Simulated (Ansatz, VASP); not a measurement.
# WS2 (Tungstenite): VASP beside Ansatz

Aim: how closely do two programs agree when they are given the same cell, functional and k mesh? The cell is taken from a series of runs on this material, whose earlier steps may have relaxed, scaled, displaced or heated it; both programs get it as it stands. Other levels of theory on this material are compared in a session of their own.

Method: plane waves, with VASP 6.6.1 beside it; single point at LDA, in Ansatz 0.2.0.

## (1) Set-up

Symmetry: P6_3/mmc, No. 194, hexagonal system. The conventional cell has a = 3.180 Å, b = 3.180 Å, c = 14.100 Å, α = 90.00°, β = 90.00°, γ = 120.00°. Nearest to W lie 6 S at 2.41 Å. Nearest to S lie 3 W at 2.41 Å. Farther neighbours and most contacts between anions are not listed.

As a file:

```xyz
6
Lattice="3.1800 0.0000 0.0000 -1.5900 2.7540 0.0000 0.0000 0.0000 14.1000" Properties=species:S:1:pos:R:3 pbc="T T T"
W     0.0000    1.8360    2.7250
W     1.5900    0.9180    9.7750
S     0.0000    1.8360    8.2125
S     1.5900    0.9180    1.1625
S     0.0000    1.8360   11.3375
S     1.5900    0.9180    4.2875
```

## (2) VASP: single point, LDA

A single point gives forces, pressure and levels at one fixed geometry, so differences don't come from the geometry; what else differs is listed under the comparison.

Lines of VASP's logs that name or quote its potential files are left out, and so is its time.

The input, INCAR:

```
SYSTEM = WS2
PREC = Accurate
ENCUT = 600
EDIFF = 1E-06
NELM = 120
ISMEAR = 0
SIGMA = 0.01
LREAL = .FALSE.
ALGO = Normal
GGA = CA
NBANDS = 24
LASPH = .TRUE.
LORBIT = 11
LWAVE = .FALSE.
LCHARG = .FALSE.
ISIF = 2
GGA_COMPAT = .FALSE.
EFERMI = MIDGAP
KPAR = 2
```

The input, POSCAR:

```
WS2
1.0
    3.1800000000      0.0000000000      0.0000000000
   -1.5900000000      2.7539607840      0.0000000000
    0.0000000000      0.0000000000     14.1000000000
W S
2 4
Direct
    0.3333333333      0.6666666667      0.1932624113
    0.6666666667      0.3333333333      0.6932624113
    0.3333333333      0.6666666667      0.5824468085
    0.6666666667      0.3333333333      0.0824468085
    0.3333333333      0.6666666667      0.8040780142
    0.6666666667      0.3333333333      0.3040780142
```

The input, KPOINTS:

```
Automatic mesh
0
Gamma
12 12 2
0 0 0
```

Potentials, in the order of the species: W and S (LDA family, release 64).

Command:

```console
$ mpirun -np 2 vasp_std
```

Numbers of over 12 decimals in the logs are rounded to 6 here.

Output:

```text
[banner, memory and clock lines left out]
running    2 mpi-ranks, on    1 nodes
 distrk:  each k-point on    1 cores,    2 groups
 distr:  one band on    1 cores,    1 groups

 POSCAR found type information on POSCAR W S
 POSCAR found :  2 types and       6 ions
 LDA part: xc-table for (Slater(with rela. corr.)+CA(PZ))
 , standard interpolation
 POSCAR, INCAR and KPOINTS ok, starting setup
 FFT: planning ... GRIDC
 FFT: planning ... GRID_SOFT
 FFT: planning ... GRID
 WAVECAR not read
 entering main loop
       N       E                     dE             d eps       ncg     rms          rms(c)
DAV:   1     0.207146140625E+03    0.20715E+03   -0.17339E+04  1824   0.147E+03
DAV:   2    -0.384663030922E+02   -0.24561E+03   -0.23708E+03  2520   0.277E+02
DAV:   3    -0.549803310119E+02   -0.16514E+02   -0.16406E+02  2424   0.716E+01
DAV:   4    -0.553620392848E+02   -0.38171E+00   -0.38088E+00  2552   0.118E+01
DAV:   5    -0.553716916274E+02   -0.96523E-02   -0.96486E-02  2408   0.175E+00    0.387E+01
DAV:   6    -0.529458878164E+02    0.24258E+01   -0.11230E+01  2584   0.160E+01    0.171E+01
DAV:   7    -0.526328409905E+02    0.31305E+00   -0.34499E+00  2400   0.103E+01    0.836E+00
DAV:   8    -0.524851947347E+02    0.14765E+00   -0.47333E-01  2528   0.419E+00    0.121E+00
DAV:   9    -0.524811332223E+02    0.40615E-02   -0.61560E-02  2552   0.133E+00    0.434E-01
DAV:  10    -0.524796843129E+02    0.14489E-02   -0.11237E-02  2576   0.573E-01    0.340E-01
DAV:  11    -0.524796472869E+02    0.37026E-04   -0.20095E-03  2608   0.256E-01    0.959E-02
DAV:  12    -0.524795766006E+02    0.70686E-04   -0.44238E-04  2600   0.124E-01    0.364E-02
DAV:  13    -0.524795788015E+02   -0.22009E-05   -0.37959E-05  2488   0.332E-02    0.714E-03
DAV:  14    -0.524795790407E+02   -0.23915E-06   -0.15121E-06  1680   0.705E-03
   1 F= -.52479579E+02 E0= -.52479579E+02  d E =0.000000E+00
```

Parts of OUTCAR (step 2):

```text
ion  position               nearest neighbor table
   1  0.333  0.667  0.193-   4 2.41   4 2.41   4 2.41   6 2.41   6 2.41   6 2.41
   2  0.667  0.333  0.693-   3 2.41   3 2.41   3 2.41   5 2.41   5 2.41   5 2.41
   3  0.333  0.667  0.582-   2 2.41   2 2.41   2 2.41
   4  0.667  0.333  0.082-   1 2.41   1 2.41   1 2.41
   5  0.333  0.667  0.804-   2 2.41   2 2.41   2 2.41
   6  0.667  0.333  0.304-   1 2.41   1 2.41   1 2.41

  LATTYP: Found a hexagonal cell.
 ALAT       =     3.1800000000
 C/A-ratio  =     4.4339622642

 Subroutine GETGRP returns: Found 24 space group operations
 (whereof  6 operations were pure point group operations)

The static configuration has the point symmetry C_3v.
 The point group associated with its full space group is D_6h.

 Found     38 irreducible k-points:

   k-points           NKPTS =     38   k-points in BZ     NKDIM =     38   number of bands    NBANDS=     24

   dimension x,y,z NGX =    28 NGY =   28 NGZ =  120
   dimension x,y,z NGXF=    56 NGYF=   56 NGZF=  240

   ENCUT  =  600.0 eV  44.10 Ry    6.64 a.u.   6.35  6.35 28.16*2*pi/ulx,y,z

   NELECT =      36.0000    total number of electrons

 k-points in reciprocal lattice and weights: Automatic mesh
   0.00000000  0.00000000  0.00000000       0.003
   0.08333333  0.00000000  0.00000000       0.021
   0.16666667 -0.00000000  0.00000000       0.021
   0.25000000  0.00000000  0.00000000       0.021
   0.33333333  0.00000000  0.00000000       0.021
   0.41666667 -0.00000000  0.00000000       0.021
   0.50000000  0.00000000  0.00000000       0.010
   0.08333333  0.08333333  0.00000000       0.021
   0.16666667  0.08333333  0.00000000       0.042
[...]
0.33333333  0.25000000  0.50000000       0.042
   0.33333333  0.33333333  0.50000000       0.007

 average (electrostatic) potential at core
       1 -41.9679       2 -41.9679       3 -87.7966       4 -87.7966       5 -87.7966
       6 -87.7966

 E-fermi :   5.0467

 k-point     1 :       0.0000    0.0000    0.0000
  band No.  band energies     occupation
    ...
     14       2.3951      2.00000
     15       2.3951      2.00000
     16       2.4355      2.00000
     17       3.6639      2.00000
     18       4.2970      2.00000
     19       6.9134      0.00000
     20       6.9146      0.00000
     21       6.9170      0.00000
     22       6.9247      0.00000
     23       7.0956      0.00000
    ...

 k-point     2 :       0.0833    0.0000    0.0000
  band No.  band energies     occupation
    ...
     14       2.2157      2.00000
     15       2.4972      2.00000
     16       2.8692      2.00000
     17       3.6529      2.00000
     18       4.1769      2.00000
     19       6.7418      0.00000
     20       6.7823      0.00000
     21       6.8275      0.00000
     22       6.9092      0.00000
     23       6.9824      0.00000
    ...

 k-point     3 :       0.1667   -0.0000    0.0000
  band No.  band energies     occupation
    ...
     14       1.7968      2.00000
     15       2.4844      2.00000
     16       2.9094      2.00000
     17       3.5162      2.00000
     18       3.7704      2.00000
     19       6.1801      0.00000
     20       6.6551      0.00000
     21       6.7146      0.00000
     22       6.7428      0.00000
     23       6.7806      0.00000
    ...

  Total       -4.5682521     -4.5682521     -3.3566389      0.0000000      0.0000000     -0.0000000
  in kB      -59.2729664    -59.2729664    -43.5523126      0.0000000      0.0000000     -0.0000000
  external PRESSURE =     -54.0327484 kB  Pullay stress =       0.0000000 kB

  energy-cutoff  :      600.00
  volume of cell :      123.48
      direct lattice vectors                 reciprocal lattice vectors
     3.180000000  0.000000000  0.000000000     0.314465409  0.181556688  0.000000000
    -1.590000000  2.753960784  0.000000000     0.000000000  0.363113377  0.000000000
     0.000000000  0.000000000 14.100000000     0.000000000  0.000000000  0.070921986

 POSITION                                       TOTAL-FORCE (eV/Angst)
 -----------------------------------------------------------------------------------
     -0.00000      1.83597      2.72500         0.000000      0.000000      0.000000
      1.59000      0.91799      9.77500         0.000000     -0.000000      0.000000
     -0.00000      1.83597      8.21250        -0.000000      0.000000      0.396865
      1.59000      0.91799      1.16250        -0.000000      0.000000      0.396865
     -0.00000      1.83597     11.33750         0.000000     -0.000000     -0.396865
      1.59000      0.91799      4.28750        -0.000000      0.000000     -0.396865
 -----------------------------------------------------------------------------------
    total drift:                               -0.000000      0.000000     -0.000006

  FREE ENERGIE OF THE ION-ELECTRON SYSTEM (eV)
  ---------------------------------------------------
  free  energy   TOTEN  =       -52.4795790407 eV

  energy  without entropy=      -52.4795790407  energy(sigma->0) =      -52.47957904

 total charge
# of ion       s       p       d       tot
------------------------------------------
    1        0.562   0.700   4.259   5.520
    2        0.562   0.700   4.259   5.520
    3        1.357   2.346   0.000   3.703
    4        1.357   2.346   0.000   3.703
    5        1.357   2.346   0.000   3.703
    6        1.357   2.346   0.000   3.703
--------------------------------------------------
tot          6.550  10.785   8.518  25.854

[... 3 further parts left out ...]
```

The run ends at a pressure of -5.40 GPa, with forces up to 0.40 eV/Å.

## (3) Ansatz: single point, LDA

Ansatz runs on PAW files that the input asks for by source.

The same cell, functional (in two slightly different forms) and mesh now go to Ansatz, which takes its cutoff from its data sets.

The input, input.yaml:

```yaml
crystal:
  lattice:
    - [3.18, 0.0, 0.0]
    - [-1.59, 2.753960784, 0.0]
    - [0.0, 0.0, 14.1]
  atoms:
    - { symbol: W, position: [0.3333333333, 0.6666666667, 0.1932624113] }
    - { symbol: W, position: [0.6666666667, 0.3333333333, 0.6932624113] }
    - { symbol: S, position: [0.3333333333, 0.6666666667, 0.5824468085] }
    - { symbol: S, position: [0.6666666667, 0.3333333333, 0.0824468085] }
    - { symbol: S, position: [0.3333333333, 0.6666666667, 0.8040780142] }
    - { symbol: S, position: [0.6666666667, 0.3333333333, 0.3040780142] }
kpoints:
  mp_grid: { grid: [12, 12, 2] }
hamiltonian:
  xc: lda
  pseudopotentials: { kind: paw, source: ansatz }
scf:
  occupations: { method: fixed }
  n_extra_bands: 6
  convergence: { dr2_threshold: 1.0e-09 }
output:
  eigenvalues: true
  forces: true
  stress: true
```

Command:

```console
$ ansatz run input.yaml --threads 16 --pin off --max-ram 73728MiB --backend cpu --events-out ev --progress --plain --runs-dir out
```

Output:

```text
Warning: output.stress: scf.convergence.dr2_threshold = 1e-9 eV is looser than the 6e-10 eV advised for a printed stress (1e-10 eV for each atom of the cell: 6). What an SCF threshold leaves in a stress goes as its square root, and in the free energy as the threshold itself, and one threshold admits the most on a small cell: [figures from the program's tests cut] Set scf.convergence.dr2_threshold to 6e-10 eV or tighter. The threshold is an SCF's pass mark: one that does not reach it within its budget of iterations ends unconverged, or closes short of it on a stop that the run arms, and scf.convergence.dr2_threshold's page says what that costs each kind of run
scf.n_extra_bands = 6 over 40 filled bands (N_el = 80.0): the run solves 46 bands
Engine: ansatz 0.2.0, aarch64-unknown-linux-gnu
Pseudopotentials: kind: paw
Pseudopotential: W, paw, valence charge 28, recommended cutoff 760 eV (normal), W.paw.azcp
Pseudopotential: S, paw, valence charge 6, recommended cutoff 510 eV (normal), S.paw.azcp
Functional definition: SPW92
  exchange = slater_x
  correlation = pw_c
Crystal: 6 atoms, lattice volume = 123.482 Å³
Basis set: ecut = 760 eV, 5829 PW (Γ)
Bands: 46, of which v1, the nominal top of the filled ones, is band 40 counted from 1 (39 counted from 0)
Symmetry: 24 space group operations
Space group: P63/mmc (ITA 194), of the structure as read, at distance tolerance 5.0e-5 Å
k-points: 38 of 288
Non-local potential: W, projectors of the file, l = 0: 3, l = 1: 3, l = 2: 2, l = 3: 3
Non-local potential: S, projectors of the file, l = 0: 2, l = 1: 2, l = 2: 2
PAW form: soft (Blöchl's): semilocal exchange-correlation on the pseudo side does not see the compensation charge
PAW frozen core: W, regenerated for the run's functional, and the local potential with it (the file was generated under x = pbe(κ = 0.804, μ = 0.219515), c = pbe(β = 0.066725))
PAW frozen core: S, regenerated for the run's functional, and the local potential with it (the file was generated under x = pbe(κ = 0.804, μ = 0.219515), c = pbe(β = 0.066725))
PAW one-centre angular grid: W, 590 points (default); XC on 64 Gauss nodes
PAW one-centre angular grid: S, 110 points (default); XC on 64 Gauss nodes
Initial density: superposition of atomic densities (chi_scale 0.1, normalization cell, long waves kept (reshape's long-wave potential 0.07 eV rms))
Initial wavefunctions: pseudopotential atomic-orbital guess
Functional: x = slater, c = lda
SCF iter   1: F=—  HF=-38734.308265 eV  |F-HF|=—  |Δ(HF+E_count)|=         —  Δρ=3.80e-2  dr2=4.04e0  ethr=3.10e-3  ⟨swp⟩=5.1  Hψ=6545  notcnv=0  defer=91
preconditioner: auto → Resta (q_TF=auto, 2.538 Å⁻¹)  ε∞=3.1  [insulator: Δε(μ)=1.036 eV  Ē_g=18.307 eV  n_scr=40 (ndim 8)  ℏωp=26.7 eV  f_vac=0.171  ε∞_Penn≈3.1]
SCF iter   2: F=—  HF=-38733.424463 eV  |F-HF|=—  |Δ(HF+E_count)|=   8.84e-1  Δρ=2.18e-2  dr2=5.56e-1  ethr=3.10e-3  ⟨swp⟩=2.9  Hψ=2760  notcnv=0  defer=120
SCF iter   3: F=—  HF=-38733.288462 eV  |F-HF|=—  |Δ(HF+E_count)|=   1.36e-1  Δρ=9.88e-3  dr2=2.33e-1  ethr=6.95e-4  ⟨swp⟩=3.2  Hψ=2706  notcnv=0  defer=143
SCF iter   4: F=—  HF=-38733.248583 eV  |F-HF|=—  |Δ(HF+E_count)|=   3.99e-2  Δρ=3.16e-3  dr2=1.17e-2  ethr=2.92e-4  ⟨swp⟩=3.9  Hψ=3287  notcnv=0  defer=146
SCF iter   5: F=—  HF=-38733.246743 eV  |F-HF|=—  |Δ(HF+E_count)|=   1.84e-3  Δρ=9.07e-4  dr2=1.03e-3  ethr=1.47e-5  ⟨swp⟩=3.2  Hψ=3170  notcnv=0  defer=148
SCF iter   6: F=—  HF=-38733.246616 eV  |F-HF|=—  |Δ(HF+E_count)|=   1.26e-4  Δρ=2.71e-4  dr2=1.29e-4  ethr=1.28e-6  ⟨swp⟩=2.0  Hψ=2847  notcnv=0  defer=146
SCF iter   7: F=—  HF=-38733.246675 eV  |F-HF|=—  |Δ(HF+E_count)|=   5.83e-5  Δρ=9.38e-5  dr2=2.00e-5  ethr=1.62e-7  ⟨swp⟩=3.0  Hψ=3768  notcnv=0  defer=139
SCF iter   8: F=—  HF=-38733.246670 eV  |F-HF|=—  |Δ(HF+E_count)|=   4.28e-6  Δρ=1.04e-5  dr2=2.06e-7  ethr=2.50e-8  ⟨swp⟩=2.0  Hψ=2906  notcnv=0  defer=124
SCF iter   9: F=—  HF=-38733.246313 eV  |F-HF|=—  |Δ(HF+E_count)|=   3.57e-4  Δρ=4.23e-6  dr2=2.35e-8  ethr=2.57e-10  ⟨swp⟩=2.6  Hψ=3278  notcnv=0  defer=82
SCF iter  10: F=-38733.246313 eV  HF=-38733.246313 eV  |F-HF|=1.02e-10  |Δ(HF+E_count)|=   1.00e-8  Δρ=9.29e-7  dr2=8.73e-10  ethr=1.25e-12  ⟨swp⟩=13.9  Hψ=11965  notcnv=0
SCF 1 converged in 10 iterations: F = -38733.246313 eV  dr2 = 8.73e-10
  greatest PAW one-centre occupation: 0.998 electrons in one spin orbital (limit 2), on the W atom at site 1 (counted from 0), in its partial waves of l = 3
SCF converged after 10 iterations
Free energy (F): -38733.246313 eV
Harris-Foulkes:  -38733.246313 eV  (|F-HF|=1.02e-10)
Internal energy: -38733.246313 eV  (E = F + TS)
E sigma→0 (E₀):  -38733.246313 eV
Fermi energy:    10.121302 eV
--- Per-component energies (eV) ---
  E_band       = -949.132182
  E_kinetic    = 1974.757093
  E_local      = -31751.161805  (includes V_loc(G=0)·N_el)
  E_nonlocal   = 3583.030620
  E_hartree    = 12069.674881
  E_xc         = -858.050764
  E_vxc        = -970.372326  (∫ρ·V_xc dr)
  E_paw        = -16871.800615  (= ΣΔE_a)
  E_vpaw       = 2075.264606  (= ΣTr[D̂ρ^β])
  E_aug_tail   = -0.000079  (compensation charges beyond the density's cutoff)
  E_ewald      = -6885.879207
  E_core_change = 6.183563  (= ΣΔE_core)
  E_smearing   = -0.000000  (= −TS)
  E_closure    = 0.000000  (closes the sum)
  Σ components = -38733.246313   (vs F -38733.246313, Δ=0.00e0)
--- Forces (eV/Å), atoms counted from 1 ---
  atom   1  W     -0.00000000    -0.00000000    -0.00000000
  atom   2  W      0.00000000     0.00000000     0.00000000
  atom   3  S     -0.00000000     0.00000000     0.37395250
  atom   4  S      0.00000000    -0.00000000     0.37395250
  atom   5  S     -0.00000000     0.00000000    -0.37395250
  atom   6  S      0.00000000    -0.00000000    -0.37395250
  max |Σ_I F_I| component: 1.30e-16 eV/Å
--- Stress (GPa, compression-positive) ---
       -5.619670       0.000000      -0.000000
        0.000000      -5.619670       0.000000
       -0.000000       0.000000      -4.150986
  P = ⅓ Tr σ = -5.1301 GPa (-51.301 kbar)
--- Band table (eV; the first three rows and the last of 38) ---
  k-point 0: bands = [... 36 lower, 8.2021, 8.2361, 9.4848, 10.1213, 12.7151, 12.7151, 12.7166, 12.7166, ... 2 higher]
  k-point 1: bands = [... 36 lower, 8.1992, 8.1992, 9.8738, 9.8738, 12.7156, 12.7156, 12.7156, 12.7156, ... 2 higher]
  k-point 2: bands = [... 36 lower, 8.3035, 8.6733, 9.4740, 10.0004, 12.5472, 12.5861, 12.6298, 12.7158, ... 2 higher]
  k-point 37: bands = [... 36 lower, 7.5200, 7.5200, 9.8065, 9.8065, 11.6026, 11.6026, 13.1136, 13.1136, ... 2 higher]
```

The run ends at a pressure of -5.13 GPa, with forces up to 0.37 eV/Å.

## (4) Differences

Known differences besides the potentials themselves: the two LDA forms differ slightly; fixed occupations in Ansatz, narrow Gaussian smearing in VASP; the data sets hold 80 valence electrons in Ansatz (on PAW files that the input asks for by source) and 36 in VASP; the cutoff is 760 eV in Ansatz and 600 eV in VASP; VASP's log shows a relativistic correction to its local exchange, Ansatz's none. Total energies have different zeros and are not compared.

Compared:

| quantity | Ansatz | VASP | difference |
| --- | --- | --- | --- |
| pressure (GPa) | -5.13 | -5.40 | +0.27 |
| gap on the k mesh (eV) | 1.481 | 1.499 | -0.018 |

Forces (eV/Å; atoms numbered as in POSCAR):

| atom | Ansatz x, y, z | VASP x, y, z |
| --- | --- | --- |
| W1 | 0.000, 0.000, 0.000 | 0.000, 0.000, 0.000 |
| W2 | 0.000, 0.000, 0.000 | 0.000, 0.000, 0.000 |
| S3 | 0.000, 0.000, 0.374 | 0.000, 0.000, 0.397 |
| S4 | 0.000, 0.000, 0.374 | 0.000, 0.000, 0.397 |
| S5 | 0.000, 0.000, -0.374 | 0.000, 0.000, -0.397 |
| S6 | 0.000, 0.000, -0.374 | 0.000, 0.000, -0.397 |

The forces differ by 11 meV/Å r.m.s., which is 5.8 % of the r.m.s. force of 0.187 eV/Å (both taken over all components). A gap on the mesh is an upper bound, since the band edges may lie between its points; neither run holds spin-orbit coupling, which can move the band edges of a compound of W.

## (5) Results

- r.m.s. force difference (single point, LDA): 11 meV/Å

What this shows: The r.m.s. force difference is 11 meV/Å (single point, LDA), within the 12 meV/Å picked in this series as the mark of a large difference. The data sets hold unlike numbers of valence electrons (80 in Ansatz and 36 in VASP), so part of the differences comes from the potentials. 8 further runs of this series are not shown here. Such differences can come from data sets, numerical settings and the points named under the comparisons, not from the functional's error against experiment.

[Lines on the potential files, build, host, timing and source positions are cut from VASP's logs without a mark.]

[Logs are printed without paths, hosts, clocks, repeated set-up lines and the standing remarks that a program may print on its own settings, such as how far it seeks lower states.]

[Hosts, paths, dates, database ids (printed as entryN), source tags and the programs' standing remarks are cut or masked in the printed files.]
